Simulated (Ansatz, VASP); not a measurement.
# CSO: VASP beside Ansatz

Wanted: the spread between two codes on one cell, functional and k mesh. The cell is taken from a series of runs on this material, whose earlier steps may have relaxed, scaled, displaced or heated it; both programs get it as it stands.

Main program and level: Ansatz 0.2.0; plane waves, with VASP 6.6.1 beside it; single point at PBEsol.

## Step 1: Set-up

It takes space group R3m (No. 160, trigonal). Conventional cell: a = 6.588 Å, b = 6.588 Å, c = 6.071 Å, α = 90.00°, β = 90.00°, γ = 120.00°. C has 1 O at 1.18 Å and 1 S at 1.56 Å nearest. S has 1 C at 1.56 Å nearest. O has 1 C at 1.18 Å nearest. Farther neighbours and most contacts between anions are not listed.

As a file:

```
C S O
1.0
     3.29399    1.90179    2.02352
    -3.29399    1.90179    2.02352
     0.00000   -3.80357    2.02352
C S O
1 1 1
Direct
  0.79770 0.79770 0.79770
  0.54100 0.54100 0.54100
  0.99149 0.99149 0.99149
```

## Step 2: VASP: single point, PBEsol

A single point gives forces, pressure and levels at one fixed geometry, so differences don't come from the geometry; what else differs is listed under the comparison.

Lines of VASP's logs that name or quote its potential files are left out, and so is its time.

INCAR

```
SYSTEM = CSO
PREC = Accurate
ENCUT = 600
EDIFF = 1E-06
NELM = 120
ISMEAR = 0
SIGMA = 0.1
LREAL = .FALSE.
ALGO = Normal
GGA = PS
NBANDS = 14
LORBIT = 11
LWAVE = .FALSE.
LCHARG = .FALSE.
ISIF = 2
LASPH = .TRUE.
GGA_COMPAT = .FALSE.
EFERMI = MIDGAP
```

POSCAR

```
CSO
1.0
    3.2939890256      1.9017854507      2.0235195782
   -3.2939890256      1.9017854507      2.0235195782
    0.0000000000     -3.8035709013      2.0235195782
C S O
1 1 1
Direct
    0.7977030000      0.7977030000      0.7977030000
    0.5410040000      0.5410040000      0.5410040000
    0.9914930000      0.9914930000      0.9914930000
```

KPOINTS

```
Automatic mesh
0
Gamma
6 6 6
0 0 0
```

Potentials, in the order of the species: C, S and O (PBE family, release 64).

On the command line:

```sh
> mpirun -np 1 vasp_std
```

Numbers of over 12 decimals in the logs are rounded to 6 here.

What it wrote:

```text
[banner, memory and clock lines left out]
running    1 mpi-ranks, on    1 nodes
 distrk:  each k-point on    1 cores,    1 groups
 distr:  one band on    1 cores,    1 groups

 POSCAR found type information on POSCAR C S O
 POSCAR found :  3 types and       3 ions
|                                                                             |
|               ----> ADVICE to this user running VASP <----                  |
|                                                                             |
|     You enforced a specific xc type in the INCAR file but a different       |
|     [... a line on the potential file left out ...]
|     I HOPE YOU KNOW WHAT YOU ARE DOING!                                     |
|                                                                             |

 LDA part: xc-table for (Slater+PW92), standard interpolation
 POSCAR, INCAR and KPOINTS ok, starting setup
 FFT: planning ... GRIDC
 FFT: planning ... GRID_SOFT
 FFT: planning ... GRID
 WAVECAR not read
 entering main loop
       N       E                     dE             d eps       ncg     rms          rms(c)
DAV:   1     0.774471713841E+02    0.77447E+02   -0.71779E+03   896   0.106E+03
DAV:   2    -0.151447158847E+02   -0.92592E+02   -0.86209E+02  1274   0.209E+02
DAV:   3    -0.217048495289E+02   -0.65601E+01   -0.65129E+01  1100   0.552E+01
DAV:   4    -0.217761517921E+02   -0.71302E-01   -0.71270E-01  1076   0.679E+00
DAV:   5    -0.217774761098E+02   -0.13243E-02   -0.13243E-02  1136   0.878E-01    0.161E+01
DAV:   6    -0.207666999949E+02    0.10108E+01   -0.24039E+00   962   0.167E+01    0.818E+00
DAV:   7    -0.206205651279E+02    0.14613E+00   -0.32964E-01  1082   0.710E+00    0.530E+00
DAV:   8    -0.206010612687E+02    0.19504E-01   -0.20197E-01  1058   0.296E+00    0.894E-01
DAV:   9    -0.205961727286E+02    0.48885E-02   -0.11475E-02  1106   0.112E+00    0.462E-01
DAV:  10    -0.205961976817E+02   -0.24953E-04   -0.51976E-03  1100   0.480E-01    0.151E-01
DAV:  11    -0.205961520812E+02    0.45601E-04   -0.21687E-04  1016   0.132E-01    0.301E-02
DAV:  12    -0.205961989254E+02   -0.46844E-04   -0.34188E-05  1046   0.489E-02    0.105E-02
DAV:  13    -0.205962081496E+02   -0.92242E-05   -0.74653E-06  1136   0.199E-02    0.504E-03
DAV:  14    -0.205962086034E+02   -0.45380E-06   -0.30152E-07   814   0.535E-03
   1 F= -.20596209E+02 E0= -.20596209E+02  d E =0.000000E+00
```

From OUTCAR (step 2):

```text
ion  position               nearest neighbor table
   1  0.798  0.798  0.798-   3 1.18   2 1.56
   2  0.541  0.541  0.541-   1 1.56
   3  0.991  0.991  0.991-   1 1.18

  LATTYP: Found a trigonal (rhomboedric) cell.
 ALAT       =     4.3083387848
 COS(alpha) =    -0.1691079086

 Subroutine GETGRP returns: Found  6 space group operations
 (whereof  6 operations were pure point group operations)

The static configuration has the point symmetry C_3v.

 Found     32 irreducible k-points:

   k-points           NKPTS =     32   k-points in BZ     NKDIM =     32   number of bands    NBANDS=     14

   dimension x,y,z NGX =    36 NGY =   36 NGZ =   36
   dimension x,y,z NGXF=    72 NGYF=   72 NGZF=   72

   ENCUT  =  600.0 eV  44.10 Ry    6.64 a.u.   8.60  8.60  8.60*2*pi/ulx,y,z

   NELECT =      16.0000    total number of electrons

 k-points in reciprocal lattice and weights: Automatic mesh
   0.00000000  0.00000000  0.00000000       0.005
   0.16666667 -0.00000000  0.00000000       0.028
   0.33333333  0.00000000 -0.00000000       0.028
   0.50000000 -0.00000000  0.00000000       0.014
   0.16666667  0.16666667  0.00000000       0.028
   0.33333333  0.16666667  0.00000000       0.056
   0.50000000  0.16666667  0.00000000       0.056
  -0.33333333  0.16666667  0.00000000       0.056
  -0.16666667  0.16666667  0.00000000       0.028
[...]
-0.33333333  0.50000000  0.33333333       0.028
   0.50000000  0.50000000  0.50000000       0.005

 average (electrostatic) potential at core
       1 -58.1055       2 -92.4907       3 -77.8597

 E-fermi :  -0.2169

 k-point     1 :       0.0000    0.0000    0.0000
  band No.  band energies     occupation
    ...
      4      -6.7985      2.00000
      5      -6.7985      2.00000
      6      -6.6961      2.00000
      7      -2.8096      2.00000
      8      -2.8096      2.00000
      9       2.2797      0.00000
     10       2.2797      0.00000
     11       2.9407      0.00000
     12       5.9614      0.00000
     13       9.0086      0.00000
    ...

 k-point     2 :       0.1667   -0.0000    0.0000
  band No.  band energies     occupation
    ...
      4      -6.9159      2.00000
      5      -6.8018      2.00000
      6      -6.7660      2.00000
      7      -2.8883      2.00000
      8      -2.7767      2.00000
      9       2.3093      0.00000
     10       2.3720      0.00000
     11       3.4036      0.00000
     12       5.9417      0.00000
     13       8.4878      0.00000
    ...

 k-point     3 :       0.3333    0.0000   -0.0000
  band No.  band energies     occupation
    ...
      4      -7.2160      2.00000
      5      -6.8680      2.00000
      6      -6.8084      2.00000
      7      -3.0354      2.00000
      8      -2.7096      2.00000
      9       2.3680      0.00000
     10       2.6612      0.00000
     11       4.4268      0.00000
     12       5.9093      0.00000
     13       7.7533      0.00000
    ...

  Total       -0.0758895     -0.0758895     -0.5763712      0.0000000     -0.0000000      0.0000000
  in kB       -1.5986375     -1.5986375    -12.1414487      0.0000000     -0.0000000      0.0000000
  external PRESSURE =      -5.1129079 kB  Pullay stress =       0.0000000 kB

  energy-cutoff  :      600.00
  volume of cell :       76.06
      direct lattice vectors                 reciprocal lattice vectors
     3.293989026  1.901785451  2.023519578     0.151791641  0.087636945  0.164729483
    -3.293989026  1.901785451  2.023519578    -0.151791641  0.087636945  0.164729483
     0.000000000 -3.803570901  2.023519578     0.000000000 -0.175273890  0.164729483

 POSITION                                       TOTAL-FORCE (eV/Angst)
 -----------------------------------------------------------------------------------
      0.00000      0.00000      4.84250         0.000000      0.000000      0.116753
      0.00000      0.00000      3.28420         0.000000      0.000000      0.104345
      0.00000      0.00000      6.01892         0.000000     -0.000000     -0.221098
 -----------------------------------------------------------------------------------
    total drift:                                0.000000      0.000000     -0.000261

  FREE ENERGIE OF THE ION-ELECTRON SYSTEM (eV)
  ---------------------------------------------------
  free  energy   TOTEN  =       -20.5962086034 eV

  energy  without entropy=      -20.5962086034  energy(sigma->0) =      -20.59620860

 total charge
# of ion       s       p       d       tot
------------------------------------------
    1        0.916   1.682   0.000   2.599
    2        1.355   2.393   0.000   3.748
    3        1.597   3.522   0.000   5.118
--------------------------------------------------
tot          3.868   7.597   0.000  11.466

[... 3 further parts left out ...]
```

The run ends at a pressure of -0.51 GPa, with forces up to 0.22 eV/Å.

## Step 3: Ansatz: single point, PBEsol

Ansatz runs on norm-conserving files, of PseudoDojo where its log says so.

The same cell, functional, mesh and smearing now go to Ansatz, which takes its cutoff from its data sets.

input.yaml

```yaml
crystal:
  lattice:
    - [3.2939890256, 1.9017854507, 2.0235195782]
    - [-3.2939890256, 1.9017854507, 2.0235195782]
    - [0.0, -3.8035709013, 2.0235195782]
  atoms:
    - { symbol: C, position: [0.797703, 0.797703, 0.797703] }
    - { symbol: S, position: [0.541004, 0.541004, 0.541004] }
    - { symbol: O, position: [0.991493, 0.991493, 0.991493] }
kpoints:
  mp_grid: { grid: [6, 6, 6] }
hamiltonian:
  xc: pbesol
  pseudopotentials: { kind: nc }
scf:
  occupations: { method: gaussian, width: 0.1 }
output:
  forces: true
  stress: true
  eigenvalues: true
```

On the command line:

```sh
> ansatz run input.yaml --threads 4 --pin off --max-ram 7168MiB --backend cpu --events-out ev --progress --plain --runs-dir out
```

What it wrote:

```text
Engine: ansatz 0.2.0, aarch64-unknown-linux-gnu
Pseudopotentials: kind: nc
Pseudopotential: C, nc, valence charge 4, recommended cutoff 1115.666836 eV (normal), C.nc.azcp (PseudoDojo's, or run here from an input of PseudoDojo's: the run reads no file of this project's for it)
Pseudopotential: S, nc, valence charge 6, recommended cutoff 707.496042 eV (normal), S.nc.azcp (PseudoDojo's, or run here from an input of PseudoDojo's: the run reads no file of this project's for it)
Pseudopotential: O, nc, valence charge 6, recommended cutoff 1142.878222 eV (normal), O.nc.azcp (PseudoDojo's, or run here from an input of PseudoDojo's: the run reads no file of this project's for it)
Functional definition: PBEsol
  exchange = pbesol_x
  correlation = pbesol_c
Crystal: 3 atoms, lattice volume = 76.058 Å³
Basis set: ecut = 1142.878222 eV, 6671 PW (Γ), exchange–correlation on 96×96×96 points (8 copies of the dense FFT grid, shifted against one another)
Bands: 12, of which v1, the nominal top of the filled ones, is band 8 counted from 1 (7 counted from 0)
Symmetry: 6 space group operations
Space group: R3m (ITA 160), of the structure as read, at distance tolerance 4.2e-5 Å
k-points: 32 of 216 (time reversal used)
Non-local potential: C, projectors of the file, l = 0: 2, l = 1: 2
Non-local potential: S, projectors of the file, l = 0: 2, l = 1: 2, l = 2: 2
Non-local potential: O, projectors of the file, l = 0: 2, l = 1: 2, l = 2: 1
Initial density: superposition of atomic densities (chi_scale 0.1, normalization cell, long waves kept (reshape's long-wave potential 0.09 eV rms))
Initial wavefunctions: pseudopotential atomic-orbital guess
Functional: x = pbesol(κ = 0.804, μ = 0.123457), c = pbesol(β = 0.046)
SCF iter   1: F=—  HF=-911.845721 eV  |F-HF|=—  |Δ(HF+E_count)|=         —  Δρ=6.00e-2  dr2=2.53e0  ethr=3.10e-3  ⟨swp⟩=7.4  Hψ=3414  notcnv=0
preconditioner: auto → none  [insulator: Δε(μ)=5.200 eV  Ē_g=11.579 eV  σ=0.100 eV  W_gap=1.00  n_scr=12 (ndim 8)  ℏωp=15.9 eV  f_vac=0.117  D(μ)=0.00/eV (n_scr^D=0)  ε∞_Penn≈2.9]
SCF iter   2: F=—  HF=-911.107736 eV  |F-HF|=—  |Δ(HF+E_count)|=   7.38e-1  Δρ=3.46e-2  dr2=7.26e-1  ethr=3.10e-3  ⟨swp⟩=4.0  Hψ=1261  notcnv=0
SCF iter   3: F=—  HF=-910.982640 eV  |F-HF|=—  |Δ(HF+E_count)|=   1.25e-1  Δρ=2.11e-2  dr2=2.30e-1  ethr=3.10e-3  ⟨swp⟩=3.0  Hψ=1140  notcnv=0
SCF iter   4: F=—  HF=-910.938364 eV  |F-HF|=—  |Δ(HF+E_count)|=   4.43e-2  Δρ=8.10e-3  dr2=3.17e-2  ethr=1.44e-3  ⟨swp⟩=2.0  Hψ=488  notcnv=0
SCF iter   5: F=—  HF=-910.932657 eV  |F-HF|=—  |Δ(HF+E_count)|=   5.71e-3  Δρ=3.28e-3  dr2=6.90e-3  ethr=1.98e-4  ⟨swp⟩=3.0  Hψ=722  notcnv=0
SCF iter   6: F=—  HF=-910.931186 eV  |F-HF|=—  |Δ(HF+E_count)|=   1.47e-3  Δρ=6.26e-4  dr2=1.89e-4  ethr=4.31e-5  ⟨swp⟩=1.0  Hψ=384  notcnv=0
SCF iter   7: F=—  HF=-910.931178 eV  |F-HF|=—  |Δ(HF+E_count)|=   7.11e-6  Δρ=1.28e-4  dr2=4.74e-6  ethr=1.18e-6  ⟨swp⟩=2.3  Hψ=689  notcnv=0
SCF iter   8: F=—  HF=-910.931269 eV  |F-HF|=—  |Δ(HF+E_count)|=   9.10e-5  Δρ=2.37e-5  dr2=3.36e-7  ethr=2.97e-8  ⟨swp⟩=2.4  Hψ=652  notcnv=0
SCF iter   9: F=-910.931269 eV  HF=-910.931269 eV  |F-HF|=1.63e-8  |Δ(HF+E_count)|=   3.02e-8  Δρ=6.70e-6  dr2=2.76e-8  ethr=6.25e-10  ⟨swp⟩=8.5  Hψ=2591  notcnv=0
SCF 1 converged in 9 iterations: F = -910.931269 eV  dr2 = 2.76e-8
SCF converged after 9 iterations
Free energy (F): -910.931269 eV
Harris-Foulkes:  -910.931269 eV  (|F-HF|=1.63e-8)
Internal energy: -910.931269 eV  (E = F + TS)
E sigma→0 (E₀):  -910.931269 eV
Fermi energy:    0.689044 eV
--- Per-component energies (eV) ---
  E_band       = -136.111562
  E_kinetic    = 508.897252
  E_local      = -1055.153498  (includes V_loc(G=0)·N_el)
  E_nonlocal   = -33.458692
  E_hartree    = 354.813574
  E_xc         = -251.022770
  E_vxc        = -266.023879  (∫ρ·V_xc dr)
  E_ewald      = -435.007134
  E_smearing   = -0.000000  (= −TS)
  E_closure    = 0.000000  (closes the sum)
  Σ components = -910.931269   (vs F -910.931269, Δ=0.00e0)
--- Forces (eV/Å), atoms counted from 1 ---
  atom   1  C      0.00000000     0.00000000     1.05148335
  atom   2  S      0.00000000    -0.00000000    -0.12522761
  atom   3  O      0.00000000    -0.00000000    -0.92618592
  max |Σ_I F_I| component: 6.98e-5 eV/Å
--- Stress (GPa, compression-positive) ---
       -0.041402       0.000000      -0.000000
        0.000000      -0.041402      -0.000000
       -0.000000      -0.000000      -2.035350
  P = ⅓ Tr σ = -0.7061 GPa (-7.061 kbar)
--- Band table (eV; the first three rows and the last of 32) ---
  k-point 0: bands = [... 4 lower, -5.8908, -5.8117, -1.8968, -1.8968, 3.1792, 3.1792, 3.8571, 6.7922]
  k-point 1: bands = [... 4 lower, -5.8941, -5.8697, -1.9753, -1.8639, 3.2089, 3.2720, 4.3177, 6.7736]
  k-point 2: bands = [... 4 lower, -5.9636, -5.9007, -2.1219, -1.7968, 3.2677, 3.5589, 5.3388, 6.7424]
  k-point 31: bands = [... 4 lower, -6.2210, -6.2210, -2.2465, -2.2465, 3.9200, 3.9200, 5.8091, 7.8206]
```

The column dr2 measures how far the density is from self-consistency, as an energy; F and HF (Harris–Foulkes) agree once it is small.

The run ends at a pressure of -0.71 GPa, with forces up to 1.1 eV/Å.

## Step 4: Differences

Known differences besides the potentials themselves: the cutoff is 1142.88 eV in Ansatz and 600 eV in VASP. Total energies have different zeros and are not compared.

Both answers:

```tsv
quantity	Ansatz	VASP	difference
pressure (GPa)	-0.71	-0.51	-0.19
gap on the k mesh (eV)	4.905	4.917	-0.012
```

Forces (eV/Å; atoms numbered as in POSCAR):

```tsv
atom	Ansatz x, y, z	VASP x, y, z
C1	0.000, 0.000, 1.051	0.000, 0.000, 0.117
S2	0.000, 0.000, -0.125	0.000, 0.000, 0.104
O3	0.000, 0.000, -0.926	0.000, 0.000, -0.221
```

The forces differ by 398 meV/Å r.m.s., where the r.m.s. force is 0.469 eV/Å in Ansatz and 0.090 eV/Å in VASP: the atoms lie near their places of rest in VASP, so a percentage would say little (all taken over all components). A gap on the mesh is an upper bound, since the band edges may lie between its points.

## Step 5: Summary of results

| Quantity | Value |
| --- | --- |
| r.m.s. force difference (single point, PBEsol) | 398 meV/Å |

In words: The r.m.s. force difference is 398 meV/Å (single point, PBEsol), beyond the 12 meV/Å picked in this series as the mark of a large difference. What causes the difference of the single point, PBEsol pair stays open here. Such differences can come from data sets, numerical settings and the points named under the comparisons, not from the functional's error against experiment.

[Lines on the potential files, build, host, timing and source positions are cut from VASP's logs without a mark.]

[Logs are printed without paths, hosts, clocks, repeated set-up lines and the standing remarks that a program may print on its own settings, such as how far it seeks lower states.]

[Hosts, paths, dates, database ids (printed as entryN), source tags and the programs' standing remarks are cut or masked in the printed files.]
